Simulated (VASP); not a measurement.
# Settings for CH₄S: nudged elastic band

CH₄S, molecule in box, 6 atoms in the cell. PBE, nudged elastic band; PAW potentials C, S, H (PBE set). VASP 6.6.1.

Wanted: barrier within 0.02 eV.

Path: methyl rotation in CH3SH; Moving images: 3.

The series start from Cutoff ENCUT (eV): 400; SCF threshold EDIFF (eV): 1e-5; PREC: Normal; LREAL: no. Each series keeps the choices made before it, and each single choice may use up half of a tolerance. Times cover all steps of a run.

## Cutoff ENCUT (eV)

| Cutoff ENCUT (eV) | Barrier (eV) | Time (s) |
|---|---|---|
| 350 | 0.050 | 134 |
| 400 | 0.050 | 134 |
| 450 | 0.049 | 132 |
| 500 | 0.049 | 193 |
| 550 | 0.049 | 190 |
| 600 (reference) | 0.049 | 193 |

## SCF threshold EDIFF (eV)

| SCF threshold EDIFF (eV) | Barrier (eV) | Time (s) |
|---|---|---|
| 0.001 | 0.050 | 93 |
| 0.0001 | 0.050 | 116 |
| 1e-5 | 0.050 | 134 |
| 1e-6 (reference) | 0.050 | 192 |

## PREC

| PREC | Barrier (eV) | Time (s) |
|---|---|---|
| Normal | 0.050 | 93 |
| Accurate | 0.050 | 148 |

## LREAL

| LREAL | Barrier (eV) | Time (s) |
|---|---|---|
| no | 0.050 | 93 |
| Auto | 0.050 | 96 |

## Question

The rows run from the loosest to the tightest (no order: PREC, LREAL). For each series: choose the loosest value from which every tighter one stays within half of the tolerance; where there is no order, keep the first row unless others stay within half of the tolerance and take at least 30 % less time, and then take the fastest.

## Answer

- Cutoff ENCUT (eV): 350
- SCF threshold EDIFF (eV): 0.001
- PREC: Normal
- LREAL: no

## All choices together

| Input | Barrier (eV) | Time (s) |
|---|---|---|
| chosen settings | 0.050 | 93 |
| reference settings throughout | 0.049 | 286 |

The tolerance is met.

## The input

INCAR.step1:
```
ALGO     = Normal         # electronic algorithm
EDIFF    = 0.001          # SCF threshold, eV
EDIFFG   = -0.02          # ionic threshold
ENCUT    = 350            # plane-wave cutoff, eV
IBRION   = 2              # ionic algorithm
ISIF     = 2              # what is computed and relaxed
ISMEAR   = 0              # smearing method
ISYM     = 0            
LASPH    = T              # aspherical terms in the spheres
LCHARG   = F              # write CHGCAR
LREAL    = F              # projectors in reciprocal space
LWAVE    = F              # write WAVECAR
NELM     = 100            # most SCF steps
NSW      = 100            # ionic steps
POTIM    = 0.5            # step
PREC     = Normal         # precision mode
SIGMA    = 0.01           # smearing width, eV
```

INCAR.step3, as INCAR.step1 but for:
```
- EDIFFG = -0.02
- IBRION = 2
- ISIF = 2
- NSW = 100
- POTIM = 0.5
+ EDIFFG = -0.05
+ IBRION = 1
+ IMAGES = 3
+ NSW = 200
+ POTIM = 0.3
+ SPRING = -5
```

KPOINTS:
```
k-points
0
Gamma
  1 1 1
```

00/POSCAR:
```
H4CS
1.0
    9.0000000000      0.0000000000      0.0000000000
    0.0000000000      9.5000000000      0.0000000000
    0.0000000000      0.0000000000      9.0000000000
C S H
1 1 4
Direct
    0.4841576882      0.5828875273      0.4999844791
    0.4836040481      0.3915763232      0.4999846262
    0.6327097878      0.3746032110      0.4999850227
    0.3668784976      0.6155504126      0.4999847976
    0.5378606282      0.6251324426      0.6002022491
    0.5378606832      0.6251323990      0.3997677813
```

01/POSCAR:
```
H4CS
1.0
    9.0000000000      0.0000000000      0.0000000000
    0.0000000000      9.5000000000      0.0000000000
    0.0000000000      0.0000000000      9.0000000000
C S H
1 1 4
Direct
    0.4842946033      0.5785820527      0.4988995674
    0.4835191106      0.3899458564      0.4993012045
    0.6322043787      0.3742096477      0.4992344356
    0.3844551946      0.6169150060      0.5564564764
    0.5779706613      0.6277575980      0.5577168633
    0.4806273847      0.6274721550      0.3883004088
```

02/POSCAR:
```
H4CS
1.0
    9.0000000000      0.0000000000      0.0000000000
    0.0000000000      9.5000000000      0.0000000000
    0.0000000000      0.0000000000      9.0000000000
C S H
1 1 4
Direct
    0.4833099074      0.5826884211      0.4986337622
    0.4833099074      0.3917015789      0.4986337622
    0.6312020185      0.3750286316      0.4986337622
    0.4252739074      0.6155209474      0.5991550629
    0.5958454586      0.6249713684      0.5019962477
    0.4241301340      0.6249713684      0.4028563588
```

03/POSCAR:
```
H4CS
1.0
    9.0000000000      0.0000000000      0.0000000000
    0.0000000000      9.5000000000      0.0000000000
    0.0000000000      0.0000000000      9.0000000000
C S H
1 1 4
Direct
    0.4840140260      0.5788431976      0.4996643482
    0.4815775496      0.3902508127      0.4973068225
    0.6299646656      0.3725489743      0.4985708060
    0.4824340252      0.6205751163      0.6135593280
    0.5797566407      0.6287916367      0.4450874111
    0.3853244262      0.6238725783      0.4457202402
```

04/POSCAR:
```
H4CS
1.0
    9.0000000000      0.0000000000      0.0000000000
    0.0000000000      9.5000000000      0.0000000000
    0.0000000000      0.0000000000      9.0000000000
C S H
1 1 4
Direct
    0.4855387933      0.5834985080      0.5006173564
    0.4797644948      0.3922538877      0.4961022574
    0.6282165544      0.3712286791      0.4984197730
    0.5401540606      0.6223457064      0.6018382206
    0.5402211079      0.6267169516      0.4013969529
    0.3691763222      0.6188385830      0.5015343957
```

POSCAR.step1:
```
H4CS
1.0
    9.0000000000      0.0000000000      0.0000000000
    0.0000000000      9.5000000000      0.0000000000
    0.0000000000      0.0000000000      9.0000000000
C S H
1 1 4
Direct
    0.4840899444      0.5826884211      0.4999848260
    0.4840899444      0.3917015789      0.4999848260
    0.6319820556      0.3750286316      0.4999848260
    0.3680179444      0.6155209474      0.4999848260
    0.5374457222      0.6249713684      0.5991247149
    0.5374457222      0.6249713684      0.4008449371
```

POSCAR.step2:
```
H4CS
1.0
    9.0000000000      0.0000000000      0.0000000000
    0.0000000000      9.5000000000      0.0000000000
    0.0000000000      0.0000000000      9.0000000000
C S H
1 1 4
Direct
    0.4817498333      0.5826884211      0.4986337622
    0.4817498333      0.3917015789      0.4986337622
    0.6296419444      0.3750286316      0.4986337622
    0.5397858333      0.6155209474      0.5991550629
    0.5409296068      0.6249713684      0.4028563588
    0.3692142821      0.6249713684      0.5019962477
```

Commands (each step's output is kept before the next begins):
```
cat potpaw_PBE.64/C/POTCAR potpaw_PBE.64/S/POTCAR potpaw_PBE.64/H/POTCAR > POTCAR
cp INCAR.step1 INCAR
cp POSCAR.step1 POSCAR
mpirun -np 2 vasp_gam > vasp.out
cp POSCAR.step2 POSCAR
mpirun -np 2 vasp_gam > vasp.out
# 00 and 04 hold the relaxed ends, the second shifted as a whole so that the mean position stays; the images between are interpolated (pair-distance (IDPP), through a guessed midpoint)
cp INCAR.step3 INCAR
mpirun -np 3 vasp_gam > vasp.out
```

The chosen input took VASP 6.6.1 93 s on 3 cores (Intel Xeon 6975P-C (Granite Rapids)), a shared host.
